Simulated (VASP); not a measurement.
## Energy against moment in FeNi3 (Awaruite)

Aim: the energy of FeNi3 (Awaruite) as a function of its total moment. The start is a cell from a database of measured crystal structures.

Method: r2SCAN, spin-polarised from a ferromagnetic start; plane waves and PAW (Ni, Fe), in the first sound run; inputs show where later runs differ, in VASP 6.6.1.

## (1) Set-up

It takes space group Pm-3m (No. 221, cubic). The conventional cell has a = 3.545 Å, b = 3.545 Å, c = 3.545 Å, α = 90.00°, β = 90.00°, γ = 90.00°. Nearest to Ni lie 8 Ni at 2.51 Å and 4 Fe at 2.51 Å. Nearest to Fe lie 12 Ni at 2.51 Å. Farther neighbours are not listed.

## (2) Free moment

The unconstrained run shows the moment that this start leads to, and gives an energy to count from.

INCAR

```
SYSTEM = FeNi3
PREC = Accurate
ENCUT = 350
EDIFF = 1E-06
NELM = 150
ISMEAR = 1
SIGMA = 0.05
LREAL = .FALSE.
ALGO = Normal
METAGGA = R2SCAN
LASPH = .TRUE.
NBANDS = 33
ISPIN = 2
MAGMOM = 1 1 1 3
LMAXMIX = 4
LORBIT = 11
LWAVE = .FALSE.
LCHARG = .FALSE.
AMIX = 0.2
BMIX = 1E-04
AMIX_MAG = 0.8
BMIX_MAG = 1E-04
NEDOS = 1500
```

POSCAR

```
FeNi3
1.0
    3.5450000000      0.0000000000      0.0000000000
    0.0000000000      3.5450000000      0.0000000000
    0.0000000000      0.0000000000      3.5450000000
Ni Fe
3 1
Direct
    0.5000000000      0.5000000000      0.0000000000
    0.5000000000      0.0000000000      0.5000000000
    0.0000000000      0.5000000000      0.5000000000
    0.0000000000      0.0000000000      0.0000000000
```

KPOINTS

```
Automatic mesh
0
Gamma
7 7 7
0 0 0
```

PAW data sets: Ni and Fe (PBE family, release 64).

On the command line:

```bash
> mpirun -np 1 vasp_std
```

What it wrote:

```text
[banner, memory and clock lines left out]
running    1 mpi-ranks, on    1 nodes
 distrk:  each k-point on    1 cores,    1 groups
 distr:  one band on    1 cores,    1 groups

 POSCAR found type information on POSCAR NiFe
 POSCAR found :  2 types and       4 ions
|                                                                             |
|               ----> ADVICE to this user running VASP <----                  |
|                                                                             |
|     You enforced a specific xc type in the INCAR file but a different       |
|     [... a line on the potential file left out ...]
|     I HOPE YOU KNOW WHAT YOU ARE DOING!                                     |
|                                                                             |

 LDA part: xc-table for (None), standard interpolation
 POSCAR, INCAR and KPOINTS ok, starting setup
 FFT: planning ... GRIDC
 FFT: planning ... GRID_SOFT
 FFT: planning ... GRID
 WAVECAR not read
 entering main loop
       N       E                     dE             d eps       ncg     rms          rms(c)
DAV:   1     0.175652506298E+03    0.17565E+03   -0.13337E+04  2888   0.127E+03
DAV:   2    -0.457346732079E+02   -0.22139E+03   -0.20536E+03  2648   0.266E+02
DAV:   3    -0.593672862148E+02   -0.13633E+02   -0.13036E+02  2981   0.866E+01
DAV:   4    -0.595597105368E+02   -0.19242E+00   -0.19225E+00  3004   0.108E+01
DAV:   5    -0.595667276479E+02   -0.70171E-02   -0.70166E-02  3777   0.163E+00    0.220E+01
DAV:   6    -0.502402051545E+02    0.93265E+01   -0.12424E+01  3106   0.620E+01    0.136E+01
DAV:   7    -0.513901996709E+02   -0.11500E+01   -0.59497E+00  3101   0.470E+01    0.142E+01
DAV:   8    -0.505698163477E+02    0.82038E+00   -0.12806E+00  3624   0.266E+01    0.720E+00
DAV:   9    -0.506549042993E+02   -0.85088E-01   -0.44072E-01  3520   0.117E+01    0.462E+00
DAV:  10    -0.506688396255E+02   -0.13935E-01   -0.71748E-02  2989   0.203E+00    0.295E+00
DAV:  11    -0.506725873262E+02   -0.37477E-02   -0.29813E-02  3372   0.438E+00    0.580E-01
DAV:  12    -0.506729218048E+02   -0.33448E-03   -0.48728E-03  3585   0.117E+00    0.973E-02
DAV:  13    -0.506730462231E+02   -0.12442E-03   -0.48091E-04  2921   0.181E-01    0.748E-02
DAV:  14    -0.506730560351E+02   -0.98120E-05   -0.16795E-04  3888   0.242E-01    0.674E-02
DAV:  15    -0.506730684010E+02   -0.12366E-04   -0.47876E-05  3629   0.174E-01    0.248E-02
DAV:  16    -0.506730742812E+02   -0.58802E-05   -0.78311E-06  2800   0.292E-02    0.108E-02
DAV:  17    -0.506730810093E+02   -0.67281E-05   -0.34620E-06  2714   0.264E-02    0.436E-03
DAV:  18    -0.506730815747E+02   -0.56542E-06   -0.77348E-07  1497   0.983E-03
   1 F= -.50673082E+02 E0= -.50673088E+02  d E =0.188979E-04  mag=     5.0857
```

Run time: 64 s. Hardware: 1 MPI rank of Intel Xeon 6975P-C (Granite Rapids), shared host; peak memory 0.16 GiB.

The logs omit lines about the potential files and the build; timing stands in the text.

OUTCAR, selected parts (step 2):

```text
ion  position               nearest neighbor table
   1  0.500  0.500  0.000-   2 2.51   3 2.51   4 2.51   2 2.51   3 2.51   2 2.51   4 2.51   2 2.51
                             3 2.51   4 2.51   3 2.51   4 2.51
   2  0.500  0.000  0.500-   1 2.51   3 2.51   4 2.51   1 2.51   4 2.51   1 2.51   3 2.51   1 2.51
                             3 2.51   4 2.51   4 2.51   3 2.51
   3  0.000  0.500  0.500-   1 2.51   2 2.51   4 2.51   1 2.51   4 2.51   2 2.51   4 2.51   4 2.51
                             1 2.51   2 2.51   1 2.51   2 2.51
   4  0.000  0.000  0.000-   1 2.51   2 2.51   3 2.51   2 2.51   3 2.51   1 2.51   3 2.51   3 2.51
                             1 2.51   2 2.51   2 2.51   1 2.51

  LATTYP: Found a simple cubic cell.
 ALAT       =     3.5450000000

 Subroutine GETGRP returns: Found 48 space group operations
 (whereof 48 operations were pure point group operations)

The static configuration has the point symmetry O_h .

 Found     20 irreducible k-points:

   k-points           NKPTS =     20   k-points in BZ     NKDIM =     20   number of bands    NBANDS=     33

   dimension x,y,z NGX =    24 NGY =   24 NGZ =   24
   dimension x,y,z NGXF=    48 NGYF=   48 NGZF=   48

   ENCUT  =  350.0 eV  25.72 Ry    5.07 a.u.   5.41  5.41  5.41*2*pi/ulx,y,z

   NELECT =      38.0000    total number of electrons

 k-points in reciprocal lattice and weights: Automatic mesh
   0.00000000  0.00000000  0.00000000       0.003
   0.14285714  0.00000000  0.00000000       0.017
   0.28571429  0.00000000  0.00000000       0.017
   0.42857143  0.00000000  0.00000000       0.017
   0.14285714  0.14285714  0.00000000       0.035
   0.28571429  0.14285714  0.00000000       0.070
   0.42857143  0.14285714  0.00000000       0.070
   0.28571429  0.28571429  0.00000000       0.035
   0.42857143  0.28571429  0.00000000       0.070
[...]
0.42857143  0.42857143  0.28571429       0.070
   0.42857143  0.42857143  0.42857143       0.023

 average (electrostatic) potential at core
       1 -88.1833       2 -88.1833       3 -88.1833       4 -46.7558

 E-fermi :   8.6456

 spin component 1
 k-point     1 :       0.0000    0.0000    0.0000
  band No.  band energies     occupation
    ...
     17       7.2916      1.00000
     18       7.3779      1.00000
     19       7.4726      1.00000
     20       7.4726      1.00000
     21       7.4727      1.00000
     22      10.8263      0.00000
     23      10.8264      0.00000
     24      10.8264      0.00000
     25      17.4396      0.00000
     26      17.4396      0.00000
    ...

 k-point     2 :       0.1429    0.0000    0.0000
  band No.  band energies     occupation
    ...
     17       7.2622      1.00000
     18       7.2727      1.00000
     19       7.2727      1.00000
     20       7.3075      1.00000
     21       7.4730      1.00000
     22       9.5304     -0.00000
     23      11.5404      0.00000
     24      11.5404      0.00000
     25      17.5093      0.00000
     26      17.7785      0.00000
    ...

 k-point     3 :       0.2857    0.0000    0.0000
  band No.  band energies     occupation
    ...
     18       7.0167      1.00000
     19       7.2301      1.00000
     20       7.2578      1.00000
     21       7.4735      1.00000
     22       7.5000      1.00000
     23      13.1130      0.00000
     24      13.1130      0.00000
     25      17.7335      0.00000
     26      17.9960      0.00000
     27      19.6578      0.00000
    ...

 k-point     4 :       0.4286    0.0000    0.0000
  band No.  band energies     occupation
    ...
     18       6.6784      1.00000
     19       6.7334      1.00000
     20       7.1783      1.00000
     21       7.2547      1.00000
     22       7.4738      1.00000
     23      15.0726      0.00000
     24      15.0726      0.00000
     25      17.2790      0.00000
     26      17.2790      0.00000
     27      18.0913      0.00000
    ...

 k-point     5 :       0.1429    0.1429    0.0000
  band No.  band energies     occupation
    ...
     17       7.1821      1.00000
     18       7.2169      1.00000
     19       7.2418      1.00000
     20       7.2451      1.00000
     21       7.3707      1.00000
     22      10.1958      0.00000
     23      10.2443      0.00000
     24      12.1425      0.00000
     25      17.6592      0.00000
     26      19.3355      0.00000
    ...

 k-point     6 :       0.2857    0.1429    0.0000
  band No.  band energies     occupation
    ...
     18       6.9924      1.00000
     19       7.1541      1.00000
     20       7.1674      1.00000
     21       7.3366      1.00000
     22       8.2818      1.00000
     23      11.5822      0.00000
     24      13.5846      0.00000
     25      16.9099      0.00000
     26      18.3701      0.00000
     27      19.8004      0.00000
    ...

  Total       -1.7411277     -1.7411277     -1.7411277      0.0000000      0.0000000     -0.0000000
  in kB      -62.6170335    -62.6170335    -62.6170335      0.0000000      0.0000000     -0.0000000
  external PRESSURE =     -62.6170335 kB  Pullay stress =       0.0000000 kB

  energy-cutoff  :      350.00
  volume of cell :       44.55
      direct lattice vectors                 reciprocal lattice vectors
     3.545000000  0.000000000  0.000000000     0.282087447  0.000000000  0.000000000
     0.000000000  3.545000000  0.000000000     0.000000000  0.282087447  0.000000000
     0.000000000  0.000000000  3.545000000     0.000000000  0.000000000  0.282087447

 POSITION                                       TOTAL-FORCE (eV/Angst)
 -----------------------------------------------------------------------------------
      1.77250      1.77250      0.00000         0.000000      0.000000      0.000000
      1.77250      0.00000      1.77250         0.000000      0.000000      0.000000
      0.00000      1.77250      1.77250         0.000000      0.000000      0.000000
      0.00000      0.00000      0.00000         0.000000      0.000000      0.000000
 -----------------------------------------------------------------------------------
    total drift:                                0.000000     -0.000000     -0.000000

  FREE ENERGIE OF THE ION-ELECTRON SYSTEM (eV)
  ---------------------------------------------------
  free  energy   TOTEN  =       -50.6730815747 eV

  energy  without entropy=      -50.6731004726  energy(sigma->0) =      -50.67308787

 total charge
# of ion       s       p       d       tot
------------------------------------------
    1        0.521   0.537   8.316   9.373
    2        0.521   0.537   8.316   9.373
    3        0.521   0.537   8.316   9.373
    4        0.482   0.534   6.032   7.048
--------------------------------------------------
tot          2.045   2.144  30.979  35.168

 magnetization (x)
# of ion       s       p       d       tot
------------------------------------------
    1       -0.022  -0.076   0.781   0.683
    2       -0.022  -0.076   0.781   0.683
    3       -0.022  -0.076   0.781   0.683
    4        0.022  -0.015   3.154   3.161
--------------------------------------------------
tot         -0.044  -0.243   5.497   5.211

[... 6 further parts left out ...]
```

The magnetic state follows from one typed start and may not be the lowest. The k-mesh is coarse for a metal. SCAN-type functionals tend to overstate the moments of itinerant magnets. The PAW data sets were made with PBE, which is usual practice but a small mismatch for other functionals.

Numbers from this step:

| Item | Value |
| --- | --- |
| electronic cycles | 18 |
| electrons | 38 |
| free energy (TOTEN) | -50.6731 eV |
| Fermi energy | 8.646 eV |
| moment of the cell, from the last line of the log | 5.086 μB |
| labelled metallic, from the levels on this mesh | yes |
| DOS at the Fermi level | 2.224 states/eV/cell |

Spin moment in the PAW sphere by atom:

```
atom  spin moment in the PAW sphere (μB)
 Ni1                                0.68
 Ni2                                0.68
 Ni3                                0.68
 Fe4                                3.16
```

The density of states has structure finer than the step of the table below, so its rows give means over 1 eV, whole bins alone (the curve runs from -11.5 to 7.89 eV). Peaks (eV: height): total up -3.2: 10.1, -2.8: 6.68, -1.7: 7.37, -1.5: 10.2; total down -2.1: 7.32, -1.8: 7.42, -0.9: 7.20, 0.8: 7.38; Ni s up -8.3: 0.421, -6.4: 0.357, -5.8: 0.434, -5.6: 0.562; Ni s down -8.5: 0.440, -6.4: 0.494, -5.2: 0.452, -4.6: 0.691; Ni p up 2.2: 0.872, 2.9: 0.431, 3.6: 0.542, 6.4: 0.404.

Means over bins of 0.073 eV. Density of states against energy, zero at the Fermi level; means over each step; 7 of 14 lines; values in states/eV/cell:

```csv
energy (eV),total up,total down,Ni s up,Ni s down,Ni p up,Ni p down,Ni d up
-11,0,0,0,0,0,0,0
-10,0.00281,0.0223,0.00150,0.0117,0,2.6e-4,0
-9,0.0902,0.139,0.0453,0.0697,0.00255,0.00660,1.5e-4
-8,0.185,0.212,0.0839,0.0935,0.0123,0.0178,0.00220
-7,0.314,0.284,0.118,0.113,0.0320,0.0337,0.0142
-6,1.49,0.436,0.263,0.142,0.0881,0.0612,0.327
-5,3.58,0.943,0.0885,0.192,0.144,0.0913,1.18
-4,3.05,1.94,0.0419,0.130,0.117,0.123,1.67
-3,5.33,3.20,0.0432,0.0216,0.161,0.172,4.03
-2,4.88,4.66,0.0212,0.0360,0.0553,0.246,4.24
-1,2.49,3.99,0.0395,0.0161,0.0538,0.148,2.10
0,0.627,2.21,0.0502,0.00411,0.117,0.0421,0.273
1,0.347,3.65,0.0305,0.0407,0.0807,0.0829,0.117
2,0.653,0.601,0.0512,0.0170,0.182,0.0703,0.183
3,0.269,0.786,0.0171,0.0288,0.0951,0.146,0.0540
4,0.353,0.385,0.0189,0.0140,0.115,0.101,0.0818
5,0.315,0.491,0.0260,0.0177,0.103,0.141,0.0680
6,0.571,0.0175,0.125,0.00164,0.107,0.00420,0.141
7,0.546,0.736,0.102,0.139,0.121,0.132,0.125
```

## (3) Fixed spin moment, fixed moment 0

This step: r2SCAN, spin-polarised, total moment fixed; plane waves and PAW (Ni, Fe) (VASP 6.6.1).

NUPDOWN fixes the difference of up and down electrons.

INCAR, as its differences from that of step 2:

```diff
@@ -13,3 +13,3 @@
 ISPIN = 2
-MAGMOM = 1 1 1 3
+MAGMOM = 0 0 0 0
 LMAXMIX = 4
@@ -22,2 +22,2 @@
 BMIX_MAG = 1E-04
-NEDOS = 1500
+NUPDOWN = 0
```

POSCAR is that of step 2.

KPOINTS is that of step 2.

On the command line:

```bash
> mpirun -np 1 vasp_std
```

What it wrote:

```text
[banner, memory and clock lines left out]
running    1 mpi-ranks, on    1 nodes
 distrk:  each k-point on    1 cores,    1 groups
 distr:  one band on    1 cores,    1 groups

 POSCAR found type information on POSCAR NiFe
 POSCAR found :  2 types and       4 ions
 [... a notice as in an earlier step ...]

 LDA part: xc-table for (None), standard interpolation
 POSCAR, INCAR and KPOINTS ok, starting setup
 FFT: planning ... GRIDC
 FFT: planning ... GRID_SOFT
 FFT: planning ... GRID
 WAVECAR not read
 entering main loop
       N       E                     dE             d eps       ncg     rms          rms(c)
DAV:   1     0.173910760916E+03    0.17391E+03   -0.13287E+04  2880   0.126E+03
DAV:   2    -0.456571851028E+02   -0.21957E+03   -0.20536E+03  2648   0.265E+02
DAV:   3    -0.589060297394E+02   -0.13249E+02   -0.12754E+02  2944   0.848E+01
DAV:   4    -0.590991968880E+02   -0.19317E+00   -0.19297E+00  2996   0.108E+01
DAV:   5    -0.591063418582E+02   -0.71450E-02   -0.71445E-02  3720   0.166E+00    0.218E+01
DAV:   6    -0.497115517654E+02    0.93948E+01   -0.22090E+01  3087   0.636E+01    0.189E+01
DAV:   7    -0.506652646194E+02   -0.95371E+00   -0.10807E+01  3139   0.744E+01    0.203E+01
DAV:   8    -0.485898430841E+02    0.20754E+01   -0.52778E+00  3988   0.206E+01    0.621E+00
DAV:   9    -0.485875094465E+02    0.23336E-02   -0.61442E-01  3928   0.101E+01    0.458E+00
DAV:  10    -0.485276829448E+02    0.59827E-01   -0.22517E-01  3719   0.770E+00    0.135E+00
DAV:  11    -0.485211006912E+02    0.65823E-02   -0.49199E-02  3852   0.385E+00    0.117E+00
DAV:  12    -0.485190910750E+02    0.20096E-02   -0.53646E-03  3220   0.107E+00    0.587E-01
DAV:  13    -0.485202650438E+02   -0.11740E-02   -0.55627E-03  3144   0.979E-01    0.193E-01
DAV:  14    -0.485201877487E+02    0.77295E-04   -0.58328E-04  3003   0.250E-01    0.127E-01
DAV:  15    -0.485208049285E+02   -0.61718E-03   -0.34871E-03  3620   0.343E-01    0.131E-01
DAV:  16    -0.485206648099E+02    0.14012E-03   -0.21667E-04  2670   0.119E-01    0.117E-01
DAV:  17    -0.485205941068E+02    0.70703E-04   -0.13343E-04  3209   0.904E-02    0.108E-01
DAV:  18    -0.485200218787E+02    0.57223E-03   -0.36514E-03  3376   0.403E-01    0.778E-02
DAV:  19    -0.485206486336E+02   -0.62675E-03   -0.35657E-03  3521   0.445E-01    0.913E-02
DAV:  20    -0.485210513016E+02   -0.40267E-03   -0.13986E-03  3541   0.314E-01    0.118E-01
DAV:  21    -0.485210329331E+02    0.18369E-04   -0.13510E-04  3213   0.108E-01    0.121E-01
DAV:  22    -0.485204796539E+02    0.55328E-03   -0.22434E-03  3552   0.321E-01    0.103E-01
DAV:  23    -0.485205473333E+02   -0.67679E-04   -0.41063E-04  3879   0.213E-01    0.835E-02
DAV:  24    -0.485206029685E+02   -0.55635E-04   -0.66570E-05  3741   0.951E-02    0.782E-02
DAV:  25    -0.485205126401E+02    0.90328E-04   -0.55821E-04  3926   0.350E-01    0.580E-02
DAV:  26    -0.485205168134E+02   -0.41733E-05   -0.13465E-04  4451   0.179E-01    0.435E-02
DAV:  27    -0.485205163567E+02    0.45671E-06   -0.10032E-04  3695   0.580E-02    0.277E-02
DAV:  28    -0.485205159013E+02    0.45537E-06   -0.19094E-05  3331   0.705E-02    0.125E-02
DAV:  29    -0.485205172011E+02   -0.12998E-05   -0.24696E-05  3542   0.678E-02    0.100E-02
DAV:  30    -0.485205167056E+02    0.49542E-06   -0.14648E-05  3135   0.590E-02    0.560E-03
DAV:  31    -0.485205184008E+02   -0.16951E-05   -0.39097E-05  3589   0.105E-01    0.739E-03
DAV:  32    -0.485205184959E+02   -0.95177E-07   -0.65779E-06  2577   0.153E-02
   1 F= -.48520518E+02 E0= -.48520959E+02  d E =0.132228E-02  mag=    -0.0000
```

Run time: 1.9 min. Hardware: 1 MPI rank; peak memory 0.16 GiB.

OUTCAR, selected parts (step 3):

```text
The static configuration has the point symmetry O_h .

 Found     20 irreducible k-points:

   NELECT =      38.0000    total number of electrons

 E-fermi :   8.0316

 spin component 1
 k-point     1 :       0.0000    0.0000    0.0000
  band No.  band energies     occupation
    ...
     12       7.1804      1.00000
     13       7.6665      1.00000
     14       7.9889      1.00921
     15       7.9889      1.00921
     16       7.9889      1.00921
     17       8.3098     -0.00000
     18       8.3098     -0.00000
     19       8.7678     -0.00000
     20       8.7678     -0.00000
     21       8.7678     -0.00000
    ...

 k-point     2 :       0.1429    0.0000    0.0000
  band No.  band energies     occupation
    ...
     12       7.2102      1.00000
     13       7.5604      1.00000
     14       7.5604      1.00000
     15       7.5752      1.00000
     16       7.9894      1.00756
     17       8.1772     -0.00018
     18       8.2356     -0.00000
     19       8.4006     -0.00000
     20       8.4006     -0.00000
     21       8.7649     -0.00000
    ...

 k-point     3 :       0.2857    0.0000    0.0000
  band No.  band energies     occupation
    ...
     15       7.3299      1.00000
     16       7.4925      1.00000
     17       7.9435      1.01456
     18       7.9435      1.01456
     19       7.9899      1.00556
     20       8.0736      0.00850
     21       8.1220     -0.01544
     22       8.7583     -0.00000
     23      13.2883      0.00000
     24      13.2883      0.00000
    ...

 k-point     4 :       0.4286    0.0000    0.0000
  band No.  band energies     occupation
    ...
     17       7.5194      1.00000
     18       7.5194      1.00000
     19       7.7432      1.00000
     20       7.9414      1.01299
     21       7.9903      1.00401
     22       8.7534     -0.00000
     23      15.2791      0.00000
     24      15.2791      0.00000
     25      17.4810      0.00000
     26      17.4810      0.00000
    ...

  Total       -4.5274861     -4.5274861     -4.5274861      0.0000000      0.0000000      0.0000000
  in kB     -162.8242135   -162.8242135   -162.8242135      0.0000000      0.0000000      0.0000000
  external PRESSURE =    -162.8242135 kB  Pullay stress =       0.0000000 kB

  FREE ENERGIE OF THE ION-ELECTRON SYSTEM (eV)
  ---------------------------------------------------
  free  energy   TOTEN  =       -48.5205184959 eV

  energy  without entropy=      -48.5218407718  energy(sigma->0) =      -48.52095925

 total charge
# of ion       s       p       d       tot
------------------------------------------
    1        0.511   0.518   8.310   9.339
    2        0.511   0.518   8.310   9.339
    3        0.511   0.518   8.310   9.339
    4        0.461   0.477   6.247   7.185
--------------------------------------------------
tot          1.994   2.031  31.178  35.202

 magnetization (x)
# of ion       s       p       d       tot
------------------------------------------
    1        0.000   0.000   0.002   0.002
    2        0.000   0.000   0.002   0.002
    3        0.000   0.000   0.002   0.002
    4       -0.000  -0.000  -0.006  -0.006
--------------------------------------------------
tot          0.000   0.000  -0.000   0.000

[... 9 parts as in an earlier step ...]

[... 9 further parts left out ...]
```

Numbers from this step:

| Item | Value |
| --- | --- |
| electronic cycles | 32 |
| free energy (TOTEN) | -48.52 eV |
| energy at zero smearing | -48.52 eV |

Spin moment in the PAW sphere by atom:

| atom | spin moment in the PAW sphere (μB) |
| --- | --- |
| Ni1 | 0.0020 |
| Ni2 | 0.0020 |
| Ni3 | 0.0020 |
| Fe4 | -0.0060 |

Energy at zero smearing: -48.52096 eV.

The run ends at a pressure of -16.28 GPa.

(Part 1 of 3 ends here.)

[Lines on the potential files, build, host, timing and source positions are cut from VASP's logs without a mark.]

[Logs are printed without paths, hosts, clocks, repeated set-up lines and the standing remarks that a program may print on its own settings, such as how far it seeks lower states.]

[Hosts, paths, dates, database ids (printed as entryN), source tags and the programs' standing remarks are cut or masked in the printed files.]

[In band tables of VASP the shares of atoms and orbitals are scaled to a sum of 1 inside the atoms' spheres.]

[Runs that stopped without an error message from VASP are left out.]
